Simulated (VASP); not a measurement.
These are G0W0 on PBE orbitals, VASP's PBE PAW potentials (set 64) (plane waves; VASP) values and carry that method's errors.

VASP input:

**KPOINTS**
```
Automatic
0
gamma
 4 4 4
```

INCAR:
```
! general
SYSTEM      = ZnS
PREC        = Normal
ENCUT       = 500   ! plane-wave cut-off (eV)
LREAL       = .FALSE.
LASPH       = .TRUE.   ! aspherical one-centre terms
NBANDS      = 160

! electronic loop
ALGO        = EVGW0

! smearing
ISMEAR      = 0   ! Gaussian
SIGMA       = 0.01   ! width (eV)

! functional
GGA         = PE

! output
LWAVE       = .FALSE.
LCHARG      = .FALSE.

! other
NELMGW      = 1
NOMEGA      = 64
ENCUTGW     = 200
NBANDSGW    = 21
LSPECTRALGW = .TRUE.
```

POSCAR:
```
ZnS
1
    0.0000000000     2.7050000000     2.7050000000
    2.7050000000     0.0000000000     2.7050000000
    2.7050000000     2.7050000000     0.0000000000
Zn S
1 1
Direct
  0.0000000000   0.0000000000   0.0000000000
  0.2500000000   0.2500000000   0.2500000000
```

POTCAR, in this order: Zn_sv_GW S_GW (PBE.64 set). Program: vasp_std. Read from the step before: WAVECAR, WAVEDER.

The resulting files:

### OSZICAR
```
energies w=
    0.000    0.000    1.342    0.000    2.680    0.000    4.013    0.000
    5.338    0.000    6.652    0.000    7.954    0.000    9.241    0.000
   10.513    0.000   11.769    0.000   13.008    0.000   14.230    0.000
   15.436    0.000   16.626    0.000   17.801    0.000   18.963    0.000
   20.112    0.000   21.250    0.000   22.378    0.000   23.500    0.000
   24.616    0.000   25.729    0.000   26.841    0.000   27.955    0.000
   29.072    0.000   30.195    0.000   31.328    0.000   32.473    0.000
   33.634    0.000   34.813    0.000   36.014    0.000   37.241    0.000
   38.499    0.000   39.792    0.000   41.125    0.000   42.505    0.000
   43.936    0.000   45.427    0.000   46.986    0.000   48.622    0.000
   50.344    0.000   52.166    0.000   54.101    0.000   56.165    0.000
   58.378    0.000   60.761    0.000   63.341    0.000   66.150    0.000
   69.226    0.000   72.616    0.000   76.379    0.000   80.586    0.000
   85.328    0.000   90.721    0.000   96.917    0.000  104.116    0.000
  112.588    0.000  122.708    0.000  135.009    0.000  150.279    0.000
  169.730    0.000  195.328    0.000  230.491    0.000  281.729    0.000
NQ=   1    0.0000    0.0000    0.0000,
 performed        298000 updates of chi_q(r,r)
NQ=   2    0.2500    0.0000    0.0000,
 performed        784000 updates of chi_q(r,r)
NQ=   3    0.5000    0.0000    0.0000,
 performed       1216000 updates of chi_q(r,r)
NQ=   4    0.2500    0.2500    0.0000,
 performed       1702000 updates of chi_q(r,r)
NQ=   5    0.5000    0.2500    0.0000,
 performed       2336000 updates of chi_q(r,r)
NQ=   6   -0.2500    0.2500    0.0000,
 performed       2916000 updates of chi_q(r,r)
NQ=   7    0.5000    0.5000    0.0000,
 performed       3308000 updates of chi_q(r,r)
NQ=   8   -0.2500    0.5000    0.2500,
 performed       3781000 updates of chi_q(r,r)
 resolving degeneracies of screened two electron integrals
```

### OUTCAR
```


 k-point   1 :       0.0000    0.0000    0.0000
  band No.  KS-energies  QP-energies   sigma(KS)   V_xc(KS)     V^pw_x(r,r')   Z            occupation Imag(sigma)

      1    -121.6370    -132.2312     -53.8079     -38.6733     -68.8722       0.7000       2.0000       2.4932
      2     -75.8273     -82.6945     -47.5204     -37.6061     -61.3280       0.6927       2.0000       2.4825
      3     -75.8273     -82.6945     -47.5204     -37.6061     -61.3280       0.6927       2.0000       2.4825
      4     -75.8273     -82.6945     -47.5204     -37.6061     -61.3280       0.6927       2.0000       2.4825
      5      -9.8995     -11.1745     -14.8245     -13.0718     -21.1972       0.7275       2.0000       2.0543
      6      -3.1150      -5.0213     -31.5793     -28.9154     -39.9501       0.7156       2.0000       0.9499
      7      -3.1150      -5.0213     -31.5793     -28.9154     -39.9501       0.7156       2.0000       0.9499
      8      -3.1150      -5.0213     -31.5793     -28.9154     -39.9501       0.7156       2.0000       0.9499
      9      -2.6229      -4.5979     -33.9457     -31.1886     -42.7399       0.7163       2.0000       0.8982
     10      -2.6229      -4.5979     -33.9457     -31.1886     -42.7399       0.7163       2.0000       0.8982
     11       3.2215       2.2150     -17.9093     -16.6166     -20.1890       0.7786       2.0000       0.3868
     12       3.2215       2.2150     -17.9093     -16.6166     -20.1890       0.7786       2.0000       0.3868
     13       3.2215       2.2150     -17.9093     -16.6166     -20.1890       0.7786       2.0000       0.3868
     14       5.3021       5.7803     -10.6857     -11.2770      -6.7867       0.8087       0.0000      -0.3682
     15       9.5769      10.2525     -10.2383     -11.0753      -6.0094       0.8072       0.0000      -0.4689
     16       9.5769      10.2525     -10.2383     -11.0753      -6.0094       0.8072       0.0000      -0.4689
     17       9.5769      10.2525     -10.2383     -11.0753      -6.0094       0.8072       0.0000      -0.4689
     18      14.8290      15.7312     -11.1179     -12.2449      -6.3223       0.8005       0.0000      -0.7003
     19      14.8290      15.7312     -11.1179     -12.2449      -6.3223       0.8005       0.0000      -0.7003
     20      15.0640      15.6187      -8.7636      -9.4427      -3.5551       0.8168       0.0000      -0.8338
     21      17.7364      18.1519      -7.9801      -8.4851      -2.8999       0.8227       0.0000      -0.9953

 k-point   2 :       0.2500    0.0000    0.0000
  band No.  KS-energies  QP-energies   sigma(KS)   V_xc(KS)     V^pw_x(r,r')   Z            occupation Imag(sigma)

      1    -121.6371    -132.2005     -53.8084     -38.6733     -68.8725       0.6979       2.0000       2.4929
      2     -75.8278     -82.6911     -47.5198     -37.6059     -61.3274       0.6923       2.0000       2.4823
      3     -75.8278     -82.6911     -47.5198     -37.6059     -61.3274       0.6923       2.0000       2.4823
      4     -75.8278     -82.6911     -47.5198     -37.6059     -61.3274       0.6923       2.0000       2.4823
      5      -9.4785     -10.7295     -15.1356     -13.4151     -21.4255       0.7271       2.0000       1.9677
      6      -3.0666      -4.9349     -29.9804     -27.3899     -37.8932       0.7212       2.0000       0.9399
      7      -3.0490      -4.9623     -31.8141     -29.1450     -40.2202       0.7168       2.0000       0.9450
      8      -3.0490      -4.9623     -31.8141     -29.1450     -40.2202       0.7168       2.0000       0.9450
      9      -2.6217      -4.6017     -33.9379     -31.1824     -42.7372       0.7186       2.0000       0.9002
     10      -2.6217      -4.6017     -33.9379     -31.1824     -42.7372       0.7186       2.0000       0.9002
     11       0.3892      -0.8349     -17.9090     -16.3235     -21.0698       0.7721       2.0000       0.5496
     12       2.7543       1.7132     -17.3356     -15.9967     -19.6344       0.7776       2.0000       0.4059
     13       2.7543       1.7132     -17.3356     -15.9967     -19.6344       0.7776       2.0000       0.4059
     14       6.6670       7.2391     -10.8306     -11.5414      -6.8206       0.8048       0.0000      -0.3963
     15      10.1232      10.7065     -10.5657     -11.2944      -6.1911       0.8005       0.0000      -0.5257
     16      10.1965      10.8920     -10.4164     -11.2809      -6.0907       0.8045       0.0000      -0.5027
     17      10.1965      10.8920     -10.4164     -11.2809      -6.0907       0.8045       0.0000      -0.5027
     18      14.0779      14.8210     -10.4168     -11.3403      -5.7516       0.8046       0.0000      -0.6741
     19      14.0779      14.8210     -10.4168     -11.3403      -5.7516       0.8046       0.0000      -0.6741
     20      15.3928      15.7238      -7.8216      -8.2254      -2.9050       0.8196       0.0000      -0.8143
     21      19.0338      19.7309      -9.2430     -10.0919      -3.7647       0.8211       0.0000      -1.1021

 k-point   3 :       0.5000    0.0000    0.0000
  band No.  KS-energies  QP-energies   sigma(KS)   V_xc(KS)     V^pw_x(r,r')   Z            occupation Imag(sigma)

      1    -121.6372    -132.0432     -53.8088     -38.6734     -68.8727       0.6875       2.0000       2.4926
      2     -75.8281     -82.6285     -47.5194     -37.6057     -61.3267       0.6860       2.0000       2.4820
      3     -75.8281     -82.6285     -47.5194     -37.6057     -61.3267       0.6860       2.0000       2.4820
      4     -75.8281     -82.6285     -47.5194     -37.6057     -61.3267       0.6860       2.0000       2.4820
      5      -8.9737     -10.1920     -15.6823     -14.0030     -21.9145       0.7255       2.0000       1.8618
      6      -3.0019      -4.9214     -31.9880     -29.3126     -40.4194       0.7174       2.0000       0.9401
      7      -3.0019      -4.9214     -31.9880     -29.3126     -40.4194       0.7174       2.0000       0.9401
      8      -2.5936      -4.5736     -34.0768     -31.3216     -42.9113       0.7186       2.0000       0.9027
      9      -2.5936      -4.5736     -34.0768     -31.3216     -42.9113       0.7186       2.0000       0.9027
     10      -2.4198      -4.3738     -33.2300     -30.5269     -41.8631       0.7229       2.0000       0.9131
     11      -2.0605      -3.3756     -13.7229     -12.0221     -16.6832       0.7732       2.0000       0.7641
     12       2.3576       1.2820     -16.8275     -15.4456     -19.1485       0.7784       2.0000       0.4258
     13       2.3576       1.2820     -16.8275     -15.4456     -19.1485       0.7784       2.0000       0.4258
     14       6.5029       7.0848     -10.8694     -11.5895      -6.9638       0.8080       0.0000      -0.3836
     15      10.1059      10.7501     -10.3285     -11.1272      -6.1429       0.8066       0.0000      -0.4911
     16      10.1059      10.7501     -10.3285     -11.1272      -6.1429       0.8066       0.0000      -0.4911
     17      12.0662      12.5327      -9.7191     -10.3032      -4.9104       0.7986       0.0000      -0.6957
     18      15.3464      15.8263      -8.5083      -9.0989      -3.3584       0.8127       0.0000      -0.8378
     19      16.4014      17.4036     -10.8372     -12.0875      -5.4631       0.8015       0.0000      -0.8889
     20      16.4014      17.4036     -10.8372     -12.0875      -5.4631       0.8015       0.0000      -0.8889
     21      18.4424      19.4555     -10.6248     -11.8687      -4.9105       0.8145       0.0000      -1.1218

 k-point   4 :       0.2500    0.2500    0.0000
  band No.  KS-energies  QP-energies   sigma(KS)   V_xc(KS)     V^pw_x(r,r')   Z            occupation Imag(sigma)

      1    -121.6371    -132.2269     -53.8085     -38.6734     -68.8726       0.6997       2.0000       2.4928
      2     -75.8279     -82.6701     -47.5197     -37.6058     -61.3271       0.6902       2.0000       2.4822
      3     -75.8279     -82.6701     -47.5197     -37.6058     -61.3271       0.6902       2.0000       2.4822
      4     -75.8279     -82.6701     -47.5197     -37.6058     -61.3271       0.6902       2.0000       2.4822
      5      -9.3375     -10.5818     -15.2462     -13.5360     -21.5103       0.7276       2.0000       1.9393
      6      -3.1628      -5.0207     -29.4390     -26.8645     -37.2357       0.7216       2.0000       0.9446
      7      -2.9707      -4.8925     -32.0703     -29.3974     -40.5160       0.7190       2.0000       0.9409
      8      -2.9707      -4.8925     -32.0703     -29.3974     -40.5160       0.7190       2.0000       0.9409
      9      -2.6621      -4.6284     -33.6217     -30.8775     -42.3612       0.7165       2.0000       0.9043
     10      -2.5861      -4.5709     -34.0901     -31.3305     -42.9162       0.7192       2.0000       0.8980
     11       0.6498      -0.5387     -18.7683     -17.2295     -21.9622       0.7723       2.0000       0.5304
     12       1.9896       0.8869     -16.5619     -15.1439     -18.9509       0.7777       2.0000       0.4429
     13       1.9896       0.8869     -16.5619     -15.1439     -18.9509       0.7777       2.0000       0.4429
     14       7.6871       8.0918     -10.0280     -10.5288      -6.1041       0.8081       0.0000      -0.4226
     15       7.7643       8.4430     -11.1276     -11.9706      -7.1072       0.8051       0.0000      -0.4166
     16      11.7055      12.4796     -10.8391     -11.8077      -6.1536       0.7991       0.0000      -0.6031
     17      11.7055      12.4796     -10.8391     -11.8077      -6.1536       0.7991       0.0000      -0.6031
     18      12.0039      12.5152      -9.9270     -10.5587      -5.5995       0.8092       0.0000      -0.5743
     19      15.5579      16.4988     -10.7576     -11.9328      -5.7072       0.8006       0.0000      -0.7628
     20      18.9432      19.7177      -9.4407     -10.3835      -3.8822       0.8214       0.0000      -1.1097
     21      19.7741      20.3108      -8.3579      -9.0111      -3.0249       0.8216       0.0000      -1.0780

 k-point   5 :       0.5000    0.2500    0.0000
  band No.  KS-energies  QP-energies   sigma(KS)   V_xc(KS)     V^pw_x(r,r')   Z            occupation Imag(sigma)

      1    -121.6372    -132.1290     -53.8089     -38.6734     -68.8728       0.6932       2.0000       2.4925
      2     -75.8282     -82.6204     -47.5193     -37.6057     -61.3265       0.6851       2.0000       2.4819
      3     -75.8282     -82.6204     -47.5193     -37.6057     -61.3265       0.6851       2.0000       2.4819
      4     -75.8282     -82.6204     -47.5193     -37.6057     -61.3265       0.6851       2.0000       2.4819
      5      -8.8299     -10.0457     -15.8247     -14.1536     -22.0392       0.7275       2.0000       1.8332
...
```
(Selected blocks of OUTCAR.)

The mesh is coarse and the basis finite, so the quasiparticle values are not converged. VASP warned that its frequency grid is unfit for quasiparticle energies.

The compound is ZnS in the zinc blende structure. The cell was not relaxed at this level. The k-mesh is coarse (spacing up to 0.50 per Å, 2π included), so the numbers may not be converged in it.
